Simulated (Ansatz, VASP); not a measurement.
## Sn9P15O56 (Sn_P2): VASP beside Ansatz

Aim: how closely do two programs agree when they are given the same cell, functional and k mesh? The cell is taken from a series of runs on this material, whose earlier steps may have relaxed, scaled, displaced or heated it; both programs get it as it stands.

Calculated with Ansatz 0.2.0; plane waves, with VASP 6.6.1 beside it; PBEsol.

### Step 1. Starting point

The cell holds 80 atoms: 9 Sn, 15 P and 56 O. Its edges and angles: a = 13.590 Å, b = 10.078 Å, c = 10.063 Å, α = 119.1°, β = 111.6°, γ = 89.7°. It derives from SnP2O7 (SnP2O7 (P-1)). Nearest the centre at fractional (0.639, 0.206, 0.683): Sn9 at 0.17 Å, O43 at 1.88 Å, O39 at 1.89 Å, O75 at 1.93 Å, O47 at 2.04 Å, O33 at 3.03 Å, P15 at 3.08 Å, O61 at 3.20 Å.

Structure file:

```xyz
80
Lattice="-4.7941 9.9048 7.9743 5.1341 -3.7416 7.8233 5.0685 3.7042 -7.8652" Properties=species:S:1:pos:R:3 pbc="T T T"
Sn    1.4194    3.7488    5.8079
Sn    6.5105    3.5664    5.6787
Sn    1.5366   10.4547    5.7687
Sn    1.5457    6.8202   13.7011
Sn    3.8275    3.0993   -5.7346
Sn    3.8700   -0.5707    2.0641
Sn    3.9086    2.4455    9.9880
Sn    4.0738    6.1241    2.2536
Sn    1.4451    8.0169    1.4871
P     1.2656    1.3516    1.2924
P     6.4186    1.2409    1.1944
P     1.4173    4.3648    9.1615
P     1.4929    4.0789    2.5119
P     6.5803    3.9431    2.4255
P     1.7056   10.9195    2.5199
P     1.6598    7.1236   10.4165
P     3.7225    2.7784   -2.4586
P     3.7207   -0.9618    5.3231
P    -1.2315    5.8796    5.4505
P     4.0527    5.7668    5.4951
P     3.8963    5.4851   -1.2784
P     3.9053    1.7333    6.6141
P    -1.0406    8.6194    6.6451
P     4.1235    8.5544    6.6661
O     0.9689    3.4904    3.8267
O     6.0106    3.3395    3.7164
O     1.2150   10.1489    3.7698
O     1.1226    6.5510   11.7256
O     5.3620    5.8287   -1.4981
O     5.3889    1.9772    6.2987
O     0.4248    8.8173    6.2470
O     5.5773    8.8436    6.2996
O     0.6449    5.2401    1.9777
O     5.6622    4.9711    1.7655
O     0.8270   12.1112    2.1575
O     0.7838    8.2032    9.7968
O     1.3655    2.9478    1.3958
O     6.6870    2.8115    1.3187
O     1.6653    9.9658    1.2997
O     1.6413    5.9323    9.3548
O     1.6123    1.0609   -0.1525
O     6.7609    0.9323   -0.2431
O     2.2504    7.6389   -0.3062
O     1.9019    4.1456    7.7380
O     2.2916    0.7382    2.2469
O     7.3337    0.5557    2.2054
O     2.6076    7.2970    2.8186
O     2.2060    3.5780   10.2043
O     2.2551    2.3596   -2.5211
O     7.3402    2.2664   -2.6638
O     2.4072    9.0467   -2.5386
O     2.6032    5.3302    5.2926
O     2.9844    4.4116    2.5638
O     2.9401    0.7357   10.5001
O    -1.9076    7.6675   10.5820
O     3.1232    7.5650   10.5358
O     2.9707    6.0351   -2.3621
O     2.9906    2.4629    5.6257
O    -1.9849    9.3279    5.6739
O     3.1392    9.1993    5.6911
O     3.3778    5.8207    0.1584
O     3.5017    1.9224    8.0563
O    -1.3595    8.9306    8.0908
O     3.7772    8.8100    8.1165
O     3.8174    3.8959   -1.2962
O     3.6830    0.1676    6.4396
O    -1.3076    7.0459    6.5364
O     3.9831    6.9688    6.5296
O     4.6240    1.6624   -1.9599
O     4.6096   -2.0394    5.9242
O    -0.2688    4.8630    6.0513
O     4.9036    4.7102    6.2146
O    -0.1904    1.0744    1.6669
O     4.9458    1.0664    1.5636
O    -0.4482    7.8912    1.5809
O    -0.0780    4.0922    9.3599
O     4.1778    3.4594   -3.7421
O     4.2701   -0.3088    4.0563
O    -0.7487    6.4921    4.1416
O     4.7284    6.2182    4.2015
```

### Step 2. Ansatz: single point, PBEsol

Ansatz runs on its default PAW (the set named soft_2) files.

A single point takes one fixed geometry, so differences don't come from the geometry; what else differs is listed under the comparison.

File input.yaml:

```yaml
crystal:
  checkpoint: "../q0_M1.relax.run"
  host: checkpoint
basis:
  ecutwfc: 420
  xc_grid: 2
hamiltonian:
  xc: pbesol
kpoints:
  mp_grid: { grid: [2, 2, 2], shift: [0.5, 0.5, 0.5] }
magnetization:
  spin_polarized: true
  initial_magnetization: 1
  spin_locking: { lock_magnetization: hard }
scf:
  occupations: { method: fermi_dirac, width: 0.01 }
  max_iter: 80
output:
  forces: true
  eigenvalues: true
  charged_corrections:
    epsilon: [2.8, 2.77, 2.75]
    static_epsilon: [[6.3, 0.2, -0.02], [0.2, 6.28, -0.03], [-0.02, -0.03, 6.1]]
    defect_position: [0.638805, 0.205875, 0.682762]
  eigenstates: { localisation: true }
  populations: true
  efg: {}
  band_densities: [{ bands: [v1, v1] }, { bands: [c1, c1] }]
  write_density: true
  write_potential: true
  volumetric_format: npy
  elf: true
checkpoint:
  read: "../q0_M1.relax.run"
  write: "../q0_M1.point.run"
  compress: false
  write_wavefunctions: false
  write_every: 100000
```

Run with:

```sh
ansatz run input.yaml --threads 4 --pin off --max-ram 7536MiB --backend cpu --events-out ev --progress --plain --runs-dir out
```

Numbers of over 12 decimals in the logs are rounded to 6 here.

The log of the run:

```text
crystal.checkpoint: the structure is that of <dir>, a `relax` run, at its step 19: its result, under pbesol at a charge of 0 e; 80 atoms read, 0 with a starting moment; crystal.structure_sha256 for this input is
Sn: output.efg is read without spin–orbit coupling, which moves field gradients at and beside such atoms by some per cent and up to a factor of two; PAW files take it under magnetization.noncollinear and magnetization.spin_orbit
Engine: ansatz 0.2.0, aarch64-unknown-linux-gnu
Pseudopotentials: kind: paw
Pseudopotential: Sn, paw, valence charge 14, recommended cutoff 420 eV (normal), Sn.paw.azcp
Pseudopotential: P, paw, valence charge 5, recommended cutoff 420 eV (normal), P.paw.azcp
Pseudopotential: O, paw, valence charge 6, recommended cutoff 420 eV (normal), O.paw.azcp
Functional definition: PBEsol
  exchange = pbesol_x
  correlation = pbesol_c
Crystal: 80 atoms, lattice volume = 1093.435 Å³
Basis set: ecut = 420 eV, 21345 PW (Γ), exchange–correlation on 192×144×144 points (8 copies of the dense FFT grid, shifted against one another)
Bands: 349, of which v1, the nominal top of the filled ones, is band 269 counted from 1 (268 counted from 0)
Symmetry: 1 space group operations
Space group: P1 (ITA 1), of the structure as read, at distance tolerance 1.0e-4 Å
Magnetic group: BNS 1.1 (UNI 1), of the structure as read, at distance tolerance 1.0e-4 Å
k-points: 4 of 8 (time reversal used)
Non-local potential: Sn, projectors of the file, l = 0: 2, l = 1: 2, l = 2: 2, l = 3: 2
Non-local potential: P, projectors of the file, l = 0: 2, l = 1: 2, l = 2: 2
Non-local potential: O, projectors of the file, l = 0: 2, l = 1: 2, l = 2: 1
PAW form: soft (Blöchl's): semilocal exchange-correlation on the pseudo side does not see the compensation charge
PAW frozen core: Sn, regenerated for the run's functional, and the local potential with it (the file was generated under x = pbe(κ = 0.804, μ = 0.219515), c = pbe(β = 0.066725))
PAW frozen core: P, regenerated for the run's functional, and the local potential with it (the file was generated under x = pbe(κ = 0.804, μ = 0.219515), c = pbe(β = 0.066725))
PAW frozen core: O, regenerated for the run's functional, and the local potential with it (the file was generated under x = pbe(κ = 0.804, μ = 0.219515), c = pbe(β = 0.066725))
PAW one-centre angular grid: Sn, 590 points (default); XC on 64 Gauss nodes
PAW one-centre angular grid: P, 110 points (default); XC on 64 Gauss nodes
PAW one-centre angular grid: O, 110 points (default); XC on 64 Gauss nodes
Initial density: read from a saved state, or passed on in memory by an earlier SCF of this step, an earlier step, the calling program or the single point that the run made first
Stability of the state it starts from, as read at its close in the collinear treatment: not read negative (Ritz values of 1 − χ₀K, real part plus size of imaginary part, from 1.0 to 1.3, by its mixing steps under no symmetry); read among states of the locked total moment alone; its run was given moments
Starting moments: Σ|m| = 1 μB on 80 of 80 sites; this step starts from the density that it was given
Initial wavefunctions: pseudopotential atomic-orbital guess — the wavefunctions supplied were not used: k-point sampling differs
Functional: x = pbesol(κ = 0.804, μ = 0.123457), c = pbesol(β = 0.046)
iter 1 solved again at ethr=2.21e-7 eV; its pass at ethr=3.10e-3 eV (dr2=1.19e-3 eV) is discarded
SCF iter   1: F=—  HF=-96075.604852 eV  |F-HF|=—  |Δ(HF+E_count)|=         —  Δρ=1.17e-4 (↑9.82e-5 ↓1.17e-4)  dr2=2.05e-4  dr2_m=1.34e-5  M=1.000 μB ∫|m|=1.101 μB  β_m=0.30  ethr=2.21e-7  ⟨swp⟩=11.0  Hψ=25347  notcnv=0
preconditioner: auto → Resta (q_TF=auto, 2.423 Å⁻¹)  ε∞=3.1  [insulator: Δε(μ)=0.624 eV  Ē_g=18.118 eV  σ=0.010 eV  W_gap=1.00  n_scr=266 (ndim 8)  ℏωp=26.0 eV  f_vac=0.195  D(μ)=0.00/eV (n_scr^D=0)  ε∞_Penn≈3.1]
spin=Collinear: Resta preconditioning applied to the charge; magnetization (m = ρ↑ − ρ↓) channel mixes plain (no charge-response kernel on spin).
SCF iter   2: F=—  HF=-96075.604805 eV  |F-HF|=—  |Δ(HF+E_count)|=   4.68e-5  Δρ=7.66e-5 (↑6.32e-5 ↓7.66e-5)  dr2=6.40e-5  dr2_m=7.90e-6  M=1.000 μB ∫|m|=1.101 μB  β_m=0.48  ethr=3.82e-8  ⟨swp⟩=2.1  Hψ=3822  notcnv=0
SCF iter   3: F=—  HF=-96075.605115 eV  |F-HF|=—  |Δ(HF+E_count)|=   3.10e-4  Δρ=2.98e-5 (↑2.03e-5 ↓2.98e-5)  dr2=1.21e-5  dr2_m=1.74e-6  M=1.000 μB ∫|m|=1.101 μB  β_m=0.52  ethr=1.19e-8  ⟨swp⟩=2.0  Hψ=4652  notcnv=0
SCF iter   4: F=—  HF=-96075.605116 eV  |F-HF|=—  |Δ(HF+E_count)|=   1.27e-6  Δρ=1.44e-5 (↑7.13e-6 ↓1.44e-5)  dr2=3.80e-6  dr2_m=4.32e-7  M=1.000 μB ∫|m|=1.101 μB  β_m=0.48  ethr=2.25e-9  ⟨swp⟩=3.0  Hψ=4887  notcnv=0
[...]
k-point 3 ↓: bands = [... 265 lower, 3.2312, 3.2948, 3.3352, 3.9647, 7.4492, 7.9342, 8.0083, 8.1151, ... 76 higher]
--- Löwdin populations: 80 sites ---
  site symbol       q [e]    m [muB]
     0     Sn     12.1652     0.0001
     1     Sn     12.1939    -0.0098
     2     Sn     12.1685    -0.0000
     3     Sn     12.1644    -0.0000
     4     Sn     12.1643    -0.0000
     5     Sn     12.1687    -0.0000
     6     Sn     12.1980    -0.0002
     7     Sn     12.2149    -0.0032
     8      P      2.7977    -0.0000
     9      P      2.7947    -0.0000
    10     Sn     12.2454    -0.0111
    11      P      2.8002    -0.0001
    12      P      2.8042    -0.0001
    13      P      2.7962    -0.0001
    14      P      2.8162    -0.0003
    15      P      2.7973    -0.0000
    16      P      2.8041     0.0001
    17      P      2.7960    -0.0000
    18      P      2.7970    -0.0014
    19      P      2.7990    -0.0004
    20      P      2.8065    -0.0033
    21      P      2.7962    -0.0001
    22      P      2.7954    -0.0000
    23      P      2.7914    -0.0000
[...]
72      O      6.7670     0.0002
    73      O      6.7587     0.0000
    74      O      6.7768     0.0010
    75      O      6.7625     0.0002
    76      O      6.7619     0.0022
    77      O      6.7649     0.0000
    78      O      6.7641     0.0091
    79      O      6.7634     0.0004
  spilling = 0.013109 (of n_electrons = 537.000000)
--- Band densities, each state counted as filled ---
  window                                       electrons  max residual (eV)  cut levels
  bands: [v1, v1]                    1.000000 + 1.000000             5.0e-4           0
  bands: [c1, c1]                    1.000000 + 1.000000             2.5e-4           0
```

[end of part 1 of 2]

[Lines on the potential files, build, host, timing and source positions are cut from VASP's logs without a mark.]

[Logs are printed without paths, hosts, clocks, repeated set-up lines and the standing remarks that a program may print on its own settings, such as how far it seeks lower states.]

[Hosts, paths, dates, database ids (printed as entryN), source tags and the programs' standing remarks are cut or masked in the printed files.]
